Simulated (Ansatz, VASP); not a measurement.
**Pt (linear Pt chain): VASP beside Ansatz**

Wanted: the spread between two codes on one cell, functional and k mesh. The cell is taken from a series of runs on this material, whose earlier steps may have relaxed, scaled, displaced or heated it; both programs get it as it stands.

Main program and level: Ansatz 0.2.0; plane waves, with VASP 6.6.1 beside it; single point at PBE.

## 1. The structure

The cell holds 1 atom: 1 Pt. Cell: a = 7.500 Å, b = 7.500 Å, c = 2.069 Å, α = 90.0°, β = 90.0°, γ = 90.0°. Vacuum lies along a and b. The structure's axis is c.

Coordinates:

```cif
data_structure
_symmetry_space_group_name_H-M 'P 1'
_symmetry_Int_Tables_number 1
_cell_length_a 7.5000
_cell_length_b 7.5000
_cell_length_c 2.0693
_cell_angle_alpha 90.000
_cell_angle_beta 90.000
_cell_angle_gamma 90.000
_cell_volume 116.40
loop_
_atom_site_label
_atom_site_type_symbol
_atom_site_fract_x
_atom_site_fract_y
_atom_site_fract_z
_atom_site_occupancy
Pt1 Pt 0.50000 0.50000 0.00000 1
```

## 2. VASP: single point, PBE, pair 1

With cell and atoms fixed, the geometry can't cause a difference; cores, projectors, grids and the points listed under the comparison can.

Lines of VASP's logs that name or quote its potential files are left out, and so is its time.

File INCAR:

```
SYSTEM = Pt
PREC = Accurate
ENCUT = 500
EDIFF = 1E-06
NELM = 200
ISMEAR = -1
SIGMA = 0.05
LREAL = .FALSE.
ALGO = Normal
GGA = PE
NBANDS = 11
ISPIN = 2
MAGMOM = 0
LASPH = .TRUE.
LMAXMIX = 4
LORBIT = 11
LWAVE = .FALSE.
LCHARG = .FALSE.
ISIF = 2
GGA_COMPAT = .FALSE.
KPAR = 2
```

File POSCAR:

```
Pt
1.0
    7.5000000000      0.0000000000      0.0000000000
    0.0000000000      7.5000000000      0.0000000000
    0.0000000000      0.0000000000      2.0693342424
Pt
1
Direct
    0.5000000000      0.5000000000      0.0000000000
```

File KPOINTS:

```
Automatic mesh
0
Gamma
1 1 39
0 0 0
```

Potentials, in the order of the species: Pt (PBE family, release 64).

On the command line:

```sh
> mpirun -np 2 vasp_std
```

Numbers of over 12 decimals in the logs are rounded to 6 here.

The program printed:

```text
[banner, memory and clock lines left out]
running    2 mpi-ranks, on    1 nodes
 distrk:  each k-point on    1 cores,    2 groups
 distr:  one band on    1 cores,    1 groups

 POSCAR found type information on POSCAR Pt
 POSCAR found :  1 types and       1 ions
 LDA part: xc-table for (Slater+PW92), standard interpolation
 POSCAR, INCAR and KPOINTS ok, starting setup
 FFT: planning ... GRIDC
 FFT: planning ... GRID_SOFT
 FFT: planning ... GRID
 WAVECAR not read
 entering main loop
       N       E                     dE             d eps       ncg     rms          rms(c)
DAV:   1     0.578086004736E+02    0.57809E+02   -0.35138E+03   880   0.641E+02
DAV:   2     0.291899952598E-01   -0.57779E+02   -0.51543E+02  1236   0.117E+02
DAV:   3    -0.274708865476E+01   -0.27763E+01   -0.27477E+01  1090   0.295E+01
DAV:   4    -0.276683463177E+01   -0.19746E-01   -0.19730E-01  1033   0.266E+00
DAV:   5    -0.276719532076E+01   -0.36069E-03   -0.36067E-03  1080   0.389E-01    0.132E+01
DAV:   6    -0.250241825785E+01    0.26478E+00   -0.78922E-01   931   0.492E+00    0.844E+00
DAV:   7    -0.244908681251E+01    0.53331E-01   -0.10987E-01   958   0.166E+00    0.152E+00
DAV:   8    -0.244694080707E+01    0.21460E-02   -0.86816E-03   901   0.621E-01    0.149E-01
DAV:   9    -0.244677548061E+01    0.16533E-03   -0.72072E-04   942   0.132E-01    0.547E-02
DAV:  10    -0.244678100635E+01   -0.55257E-05   -0.25382E-05   916   0.349E-02    0.188E-02
DAV:  11    -0.244678566520E+01   -0.46588E-05   -0.12533E-06   925   0.612E-03    0.119E-02
DAV:  12    -0.244679710826E+01   -0.11443E-04   -0.34288E-06   886   0.812E-03    0.167E-03
DAV:  13    -0.244679731543E+01   -0.20716E-06   -0.74681E-08   967   0.200E-03
   1 F= -.24467973E+01 E0= -.24428305E+01  d E =-.793357E-02  mag=    -0.0000
```

OUTCAR, selected parts (step 2):

```text
ion  position               nearest neighbor table
   1  0.500  0.500  0.000-

  LATTYP: Found a simple tetragonal cell.
 ALAT       =     7.5000000000
 C/A-ratio  =     0.2759112323

 Subroutine GETGRP returns: Found 16 space group operations
 (whereof 16 operations were pure point group operations)

The static configuration has the point symmetry D_4h.

 Found     20 irreducible k-points:

   k-points           NKPTS =     20   k-points in BZ     NKDIM =     20   number of bands    NBANDS=     11

   dimension x,y,z NGX =    56 NGY =   56 NGZ =   16
   dimension x,y,z NGXF=   112 NGYF=  112 NGZF=   32

   ENCUT  =  500.0 eV  36.75 Ry    6.06 a.u.  13.67 13.67  3.77*2*pi/ulx,y,z

   NELECT =      10.0000    total number of electrons

 k-points in reciprocal lattice and weights: Automatic mesh
   0.00000000  0.00000000  0.00000000       0.026
   0.00000000  0.00000000  0.02564103       0.051
   0.00000000  0.00000000  0.05128205       0.051
   0.00000000  0.00000000  0.07692308       0.051
   0.00000000  0.00000000  0.10256410       0.051
   0.00000000  0.00000000  0.12820513       0.051
   0.00000000  0.00000000  0.15384615       0.051
   0.00000000  0.00000000  0.17948718       0.051
   0.00000000  0.00000000  0.20512821       0.051
[...]
0.00000000  0.00000000  0.46153846       0.051
   0.00000000  0.00000000  0.48717949       0.051

 average (electrostatic) potential at core
       1 -77.5396

 E-fermi :  -3.4258

 spin component 1
 k-point     1 :       0.0000    0.0000    0.0000
  band No.  band energies     occupation
      1     -13.5692      1.00000
      2      -6.5435      1.00000
      3      -6.3405      1.00000
      4      -6.3370      1.00000
      5      -1.4214      0.00000
      6      -1.4214      0.00000
      7      -0.6595      0.00000
      8      -0.6595      0.00000
      9       1.5858      0.00000
    ...

 k-point     2 :       0.0000    0.0000    0.0256
  band No.  band energies     occupation
      1     -13.4921      1.00000
      2      -6.5234      1.00000
      3      -6.3287      1.00000
      4      -6.3252      1.00000
      5      -1.6940      0.00000
      6      -1.6940      0.00000
      7      -0.4434      0.00000
      8      -0.4434      0.00000
      9       1.6085      0.00000
    ...

 k-point     3 :       0.0000    0.0000    0.0513
  band No.  band energies     occupation
      1     -13.2621      1.00000
      2      -6.4631      1.00000
      3      -6.2932      1.00000
      4      -6.2897      1.00000
      5      -2.2149      0.00000
      6      -2.2149      0.00000
      7      -0.0840      0.00000
      8      -0.0840      0.00000
      9       1.6766      0.00000
    ...

 k-point     4 :       0.0000    0.0000    0.0769
  band No.  band energies     occupation
      1     -12.8827      1.00000
      2      -6.3626      1.00000
      3      -6.2346      1.00000
      4      -6.2313      1.00000
      5      -2.8202      0.00001
      6      -2.8202      0.00001
      7       0.2751      0.00000
      8       0.2751      0.00000
      9       1.7902      0.00000
    ...

 k-point     5 :       0.0000    0.0000    0.1026
  band No.  band energies     occupation
    ...
      2      -6.2215      1.00000
      3      -6.1538      1.00000
      4      -6.1506      1.00000
      5      -3.4725      0.71784
      6      -3.4725      0.71784
      7       0.6243      0.00000
      8       0.6243      0.00000
      9       1.9492      0.00000
     10       3.3374      0.00000
     11       5.1802      0.00000

 k-point     6 :       0.0000    0.0000    0.1282
  band No.  band energies     occupation
    ...
      2      -6.0521      1.00000
      3      -6.0491      1.00000
      4      -6.0396      1.00000
      5      -4.1511      1.00000
      6      -4.1511      1.00000
      7       0.9722      0.00000
      8       0.9722      0.00000
      9       2.1536      0.00000
     10       3.5359      0.00000
     11       5.4246      0.00000

  Total       -0.0782950     -0.0782950     19.1752088      0.0000000      0.0000000      0.0000000
  in kB       -1.0776839     -1.0776839    263.9353207      0.0000000      0.0000000      0.0000000
  external PRESSURE =      87.2599843 kB  Pullay stress =       0.0000000 kB

  energy-cutoff  :      500.00
  volume of cell :      116.40
      direct lattice vectors                 reciprocal lattice vectors
     7.500000000  0.000000000  0.000000000     0.133333333  0.000000000  0.000000000
     0.000000000  7.500000000  0.000000000     0.000000000  0.133333333  0.000000000
     0.000000000  0.000000000  2.069334242     0.000000000  0.000000000  0.483247210

 POSITION                                       TOTAL-FORCE (eV/Angst)
 -----------------------------------------------------------------------------------
      3.75000      3.75000      0.00000         0.000000      0.000000      0.000000
 -----------------------------------------------------------------------------------
    total drift:                                0.000000      0.000000      0.000000

  FREE ENERGIE OF THE ION-ELECTRON SYSTEM (eV)
  ---------------------------------------------------
  free  energy   TOTEN  =        -2.4467973154 eV

  energy  without entropy=       -2.4388637448  energy(sigma->0) =       -2.44283053

 total charge
# of ion       s       p       d       tot
------------------------------------------
    1        0.921   0.447   8.316   9.684

 magnetization (x)
# of ion       s       p       d       tot
------------------------------------------
    1       -0.000  -0.000   0.000   0.000

[... 6 further parts left out ...]
```

## 3. Ansatz: single point, PBE, pair 1

Ansatz runs on its default PAW (the set named soft_2) files.

The same cell, functional, mesh and smearing now go to Ansatz, which takes its cutoff from its data sets.

File input.yaml:

```yaml
crystal:
  lattice:
    - [7.5, 0.0, 0.0]
    - [0.0, 7.5, 0.0]
    - [0.0, 0.0, 2.0693342424]
  atoms:
    - { symbol: Pt, position: [0.5, 0.5, 0.0], spin: 0.6 }
magnetization:
  spin_polarized: true
kpoints:
  mp_grid: { grid: [1, 1, 39] }
scf:
  occupations: { method: fermi_dirac, width: 0.05 }
hamiltonian:
  xc: pbe
output:
  transmission:
    e_range: [-2, 2]
    de: 0.035
    kmesh: [1, 1]
    reduced_basis: true
    leads: [[0, 0]]
  stress: true
```

On the command line:

```sh
> ansatz run input.yaml --threads 4 --pin off --max-ram 8192MiB --backend cpu --events-out ev --progress --plain --runs-dir out
```

The program printed:

```text
Engine: ansatz 0.2.0, aarch64-unknown-linux-gnu
Pseudopotentials: kind: paw
Pseudopotential: Pt, paw, valence charge 18, recommended cutoff 420 eV (normal), Pt.paw.azcp
Functional definition: PBE
  parameter kappa = 0.804
  parameter beta = 0.066725
  exchange = pbe_x(kappa = kappa, mu = beta*pi^2/3)
  correlation = pbe_c(beta = beta)
Crystal: 1 atoms, lattice volume = 116.400 Å³
Basis set: ecut = 420 eV, 2279 PW (Γ)
Bands: 14, of which v1, the nominal top of the filled ones, is band 9 counted from 1 (8 counted from 0)
Symmetry: 16 space group operations
Space group: P4/mmm (ITA 123), of the structure as read, at distance tolerance 4.9e-5 Å
Magnetic group: BNS 123.339 (UNI 999), of the structure as read, at distance tolerance 4.9e-5 Å
k-points: 20 of 39
Non-local potential: Pt, projectors of the file, l = 0: 3, l = 1: 2, l = 2: 2, l = 3: 1
PAW form: soft (Blöchl's): semilocal exchange-correlation on the pseudo side does not see the compensation charge
PAW one-centre angular grid: Pt, 590 points (default); XC on 64 Gauss nodes
Initial density: superposition of atomic densities (neutral atoms: chi_scale 0, normalization atom)
Starting moments: Σ|m| = 0.6 μB on 1 of 1 site
Initial wavefunctions: pseudopotential atomic-orbital guess
Functional: x = pbe(κ = 0.804, μ = 0.219515), c = pbe(β = 0.066725)
SCF iter   1: F=—  HF=-12519.339205 eV  |F-HF|=—  |Δ(HF+E_count)|=         —  Δρ=2.12e-2 (↑2.12e-2 ↓1.43e-2)  dr2=6.69e-1  dr2_m=8.90e-2  M=0.092 μB ∫|m|=0.092 μB  β_m=0.30  ethr=3.10e-3  ⟨swp⟩=5.3  Hψ=2959  notcnv=0
Mixer restart at iter 1: flushing history
preconditioner: auto → LDOS  [metal: Δε(μ)=0.073 eV  Ē_g=9.373 eV  σ=0.050 eV  W_gap=0.35  n_scr=20 (ndim 8)  ℏωp=10.9 eV  f_vac=0.704  D(μ)=0.96/eV (n_scr^D=8)]
spin=Collinear: LDOS preconditioning applied to the charge; magnetization (m = ρ↑ − ρ↓) channel mixes plain (no charge-response kernel on spin).
SCF iter   2: F=—  HF=-12519.240081 eV  |F-HF|=—  |Δ(HF+E_count)|=   9.91e-2  Δρ=1.40e-2 (↑1.40e-2 ↓9.76e-3)  dr2=2.24e-1  dr2_m=4.98e-2  M=0.062 μB ∫|m|=0.062 μB  β_m=0.54  ethr=3.10e-3  ⟨swp⟩=2.0  Hψ=1052  notcnv=0  defer=22
SCF iter   3: F=—  HF=-12519.266965 eV  |F-HF|=—  |Δ(HF+E_count)|=   2.69e-2  Δρ=2.32e-3 (↑2.32e-3 ↓2.03e-3)  dr2=2.27e-3  dr2_m=3.23e-3  M=0.015 μB ∫|m|=0.015 μB  β_m=0.68  ethr=1.24e-3  ⟨swp⟩=2.3  Hψ=948  notcnv=0  defer=22
SCF iter   4: F=—  HF=-12519.273037 eV  |F-HF|=—  |Δ(HF+E_count)|=   6.07e-3  Δρ=2.89e-4 (↑2.89e-4 ↓2.49e-4)  dr2=2.78e-5  dr2_m=6.60e-5  M=0.003 μB ∫|m|=0.003 μB  β_m=0.77  ethr=1.26e-5  ⟨swp⟩=2.3  Hψ=1235  notcnv=0  defer=22
SCF iter   5: F=—  HF=-12519.273098 eV  |F-HF|=—  |Δ(HF+E_count)|=   6.17e-5  Δρ=6.77e-5 (↑3.06e-5 ↓6.77e-5)  dr2=1.92e-6  dr2_m=1.72e-6  M=0.000 μB ∫|m|=0.001 μB  β_m=0.88  ethr=1.54e-7  ⟨swp⟩=2.2  Hψ=1033  notcnv=0  defer=22
SCF iter   6: F=—  HF=-12519.273099 eV  |F-HF|=—  |Δ(HF+E_count)|=   8.66e-7  Δρ=6.95e-6 (↑6.95e-6 ↓5.68e-6)  dr2=6.54e-8  dr2_m=1.98e-8  M=0.000 μB ∫|m|=0.000 μB  β_m=0.86  ethr=1.07e-8  ⟨swp⟩=2.6  Hψ=912  notcnv=0  defer=22
SCF iter   7: F=—  HF=-12519.273099 eV  |F-HF|=—  |Δ(HF+E_count)|=   1.36e-8  Δρ=1.14e-6 (↑1.14e-6 ↓1.08e-6)  dr2=6.18e-10  dr2_m=1.03e-9  M=0.000 μB ∫|m|=0.000 μB  β_m=0.93  ethr=3.63e-10  ⟨swp⟩=2.2  Hψ=888  notcnv=0  defer=22
SCF iter   8: F=—  HF=-12519.273099 eV  |F-HF|=—  |Δ(HF+E_count)|=   1.37e-9  Δρ=1.14e-7 (↑1.14e-7 ↓1.12e-7)  dr2=1.04e-11  dr2_m=5.52e-12  M=0.000 μB ∫|m|=0.000 μB  β_m=0.93  ethr=3.44e-12  ⟨swp⟩=2.0  Hψ=924  notcnv=0  defer=22
SCF iter   9: F=-12519.273099 eV  HF=-12519.273099 eV  |F-HF|=3.64e-12  |Δ(HF+E_count)|=  9.09e-12  Δρ=1.19e-8 (↑7.52e-9 ↓1.19e-8)  dr2=1.29e-13  dr2_m=4.85e-14  M=0.000 μB ∫|m|=0.000 μB  ethr=1.00e-12  ⟨swp⟩=3.6  Hψ=1597  notcnv=0
SCF 1 converged in 9 iterations: F = -12519.273099 eV  dr2 = 1.29e-13
  greatest PAW one-centre occupation: 1.000 electrons in one spin orbital (limit 2), on the Pt atom at site 0 (counted from 0), in its partial waves of l = 1
WARN: the starting moments were not kept: the SCF closed with an absolute magnetisation of 1.7e-7 μB, where they sum to 0.6 μB in size (1 site). That is at most 0.1 of that sum. Measured as dr2_m measures the in/out step, that magnetisation stands 8.8e-15 eV from none, at or under the dr2_threshold of 1.0e-7 eV: it is no larger than a step whose dr2_m would equal this threshold. The system may hold no moment; this SC [...]
transmission: 6 of 36 steps passed
transmission: 9 of 36 steps passed
[...]
transmission: 36 of 36 steps passed
SCF converged after 9 iterations
Magnetization: 0.0000 μB (9.0000 up, 9.0000 down)
Absolute magnetization: 0.0000 μB (∫|ρ↑−ρ↓|, with the PAW one-centre terms)
Spin contamination: 0.0000 ħ² per cell (⟨S²⟩ above its minimum at these occupations)
Per-site moments (μB) at R_I (Å): [(6.105103354220687e-8, 0.853600)]
Free energy (F): -12519.273099 eV
Harris-Foulkes:  -12519.273099 eV  (|F-HF|=3.64e-12)
Internal energy: -12519.265680 eV  (E = F + TS)
E sigma→0 (E₀):  -12519.269389 eV
Entropy (-TS):   -0.007420 eV (-7.420 meV/atom)
Fermi energy:    -1.810883 eV
--- Per-component energies (eV) ---
  E_band       = -579.881533
  E_kinetic    = 645.225236
  E_local      = -5840.101044  (includes V_loc(G=0)·N_el)
  E_nonlocal   = 203.117144
  E_hartree    = 2504.252445
  E_xc         = -261.893777
  E_vxc        = -302.659297  (∫ρ·V_xc dr)
  E_paw        = -9456.956062  (= ΣΔE_a)
  E_vpaw       = -293.968645  (= ΣTr[D̂ρ^β])
  E_aug_tail   = 0.000198  (compensation charges beyond the density's cutoff)
  E_ewald      = -312.909819
  E_smearing   = -0.007420  (= −TS)
  E_closure    = 0.000000  (closes the sum)
  Σ components = -12519.273099   (vs F -12519.273099, Δ=0.00e0)
--- Stress (GPa, compression-positive) ---
       -0.091351       0.000000       0.000000
        0.000000      -0.091351       0.000000
        0.000000       0.000000      29.428349
  P = ⅓ Tr σ = 9.7485 GPa (97.485 kbar)
--- Band table (eV; the first three rows and the last of 40) ---
  k-point 0 ↑: bands = [... 5 lower, -4.9965, -4.8310, -4.8276, 0.1706, 0.1706, 0.9149, 0.9149, 3.1387, ... 1 higher]
  k-point 1 ↑: bands = [... 5 lower, -4.9763, -4.8191, -4.8157, -0.0996, -0.0996, 1.1290, 1.1290, 3.1614, ... 1 higher]
  k-point 2 ↑: bands = [... 5 lower, -4.9159, -4.7836, -4.7802, -0.6153, -0.6153, 1.4836, 1.4836, 3.2295, ... 1 higher]
  k-point 19 ↓: bands = [... 5 lower, -8.8476, -2.6457, -2.6452, -1.0942, 4.7052, 9.7333, 9.7333, 10.4541, ... 1 higher]
--- Transmission ---
  basis      : 497 plane waves across, 3 finite elements along
  points     : 1, standing for a mesh of 1 x 1
  filling    : by the input's occupations and mesh, since the crystals that have channels conduct as metals do. If one of these is a semiconductor, that mesh has misplaced its level
  energies   : 115 from -2.000000 to 1.990000 eV about the Fermi level, 0.035000 eV apart; the leads are filled to 0.000000 eV, and channels, transmission and decay are at -0.005000 eV
  crystal 0  : Pt1, at the sites [0, 0], period 2.0693 Å: whole cells are its period
    offset         : up to 0.0000 Å between an atom of the period and one for which it stands
    filled         : 57.8 meV under the level at which it is neutral
    channels       : 4.000000e0 up, 4.000000e0 down
    conductance    : 5.5098e14 S/m² at 300 K; may be off by some 0.0 % by where its bands' edges are placed, 0.0 % from the distance to neutral
```

## 4. Comparison

Known differences besides the potentials themselves: the data sets hold 18 valence electrons in Ansatz (on its default PAW (the set named soft_2) files) and 10 in VASP; the cutoff is 420 eV in Ansatz and 500 eV in VASP. Total energies have different zeros and are not compared.

The two programs side by side:

```tsv
quantity	Ansatz	VASP	difference
pressure (GPa)	9.75	8.73	+1.02
```

## 5. Other set-ups

Further runs change the set-up of one program: Ansatz's method, potentials or start, or VASP's data sets, cutoff or form of LDA. The table gives that difference for each run.

```tsv
run	pressure (GPa)
as above	1.0
VASP with the data sets Pt_sv_GW	0.25
```

## 6. Ansatz: single point, PBE, pair 2

With cell and atoms fixed, the geometry can't cause a difference; cores, projectors, grids and the points listed under the comparison can. The cell compared in this pair holds 121.69 Å³, against 116.40 Å³ for the pair before.

The cell is taken from a series of runs on this material, whose earlier steps may have relaxed, scaled, displaced or heated it; both programs get it as it stands.

Changes to input.yaml since step 3:

```diff
@@ -4,3 +4,3 @@
     - [0.0, 7.5, 0.0]
-    - [0.0, 0.0, 2.0693342424]
+    - [0.0, 0.0, 2.1633948898]
   atoms:
@@ -10,3 +10,3 @@
 kpoints:
-  mp_grid: { grid: [1, 1, 39] }
+  mp_grid: { grid: [1, 1, 37] }
 scf:
```

The program printed:

```text
[...]
Crystal: 1 atoms, lattice volume = 121.691 Å³
Basis set: ecut = 420 eV, 2383 PW (Γ)
Bands: 14, of which v1, the nominal top of the filled ones, is band 9 counted from 1 (8 counted from 0)
Symmetry: 16 space group operations
[...]
k-points: 19 of 37
[...]
Starting moments: Σ|m| = 0.6 μB on 1 of 1 site
[...]
--- Transmission ---
  basis      : 497 plane waves across, 3 finite elements along
  points     : 1, standing for a mesh of 1 x 1
[...]
crystal 0  : Pt1, at the sites [0, 0], period 2.1634 Å: whole cells are its period
[...]
filled         : 32.9 meV under the level at which it is neutral
    channels       : 4.000000e0 up, 4.000000e0 down
[...]
[key lines of the parts left out:]
SCF converged after 10 iterations
Magnetization: -0.0000 μB (9.0000 up, 9.0000 down)
Free energy (F): -12519.990881 eV
Fermi energy:    -2.190706 eV
P = ⅓ Tr σ = 4.9972 GPa (49.972 kbar)
```

## 7. VASP: single point, PBE, pair 2

The same cell, functional, mesh and smearing now go to VASP, with its own data sets.

Changes to INCAR since step 2:

```diff
@@ -12,3 +12,3 @@
 ISPIN = 2
-MAGMOM = 0
+MAGMOM = -0
 LASPH = .TRUE.
```

Changes to POSCAR since step 2:

```diff
@@ -4,3 +4,3 @@
     0.0000000000      7.5000000000      0.0000000000
-    0.0000000000      0.0000000000      2.0693342424
+    0.0000000000      0.0000000000      2.1633948898
 Pt
```

File KPOINTS:

```
Automatic mesh
0
Gamma
1 1 37
0 0 0
```

On the command line:

```sh
> mpirun -np 2 vasp_std
```

The program printed:

```text
[... set-up lines as in an earlier step ...]
 entering main loop
       N       E                     dE             d eps       ncg     rms          rms(c)
DAV:   1     0.549637767718E+02    0.54964E+02   -0.34479E+03   836   0.635E+02
DAV:   2    -0.755105764912E+00   -0.55719E+02   -0.49320E+02  1142   0.112E+02
DAV:   3    -0.341368662396E+01   -0.26586E+01   -0.26343E+01  1061   0.290E+01
DAV:   4    -0.343018315298E+01   -0.16497E-01   -0.16465E-01   962   0.251E+00
[...]
DAV:  13    -0.310094258551E+01   -0.50387E-05   -0.51899E-07   854   0.214E-03    0.375E-04
DAV:  14    -0.310094413398E+01   -0.15485E-05   -0.14377E-07   869   0.180E-03    0.204E-04
DAV:  15    -0.310094456664E+01   -0.43266E-06   -0.75706E-08   854   0.178E-03
   1 F= -.31009446E+01 E0= -.30962610E+01  d E =-.936711E-02  mag=     0.0000
```

(Continued in part 2 of 2.)

[Lines on the potential files, build, host, timing and source positions are cut from VASP's logs without a mark.]

[Logs are printed without paths, hosts, clocks, repeated set-up lines and the standing remarks that a program may print on its own settings, such as how far it seeks lower states.]

[Hosts, paths, dates, database ids (printed as entryN), source tags and the programs' standing remarks are cut or masked in the printed files.]
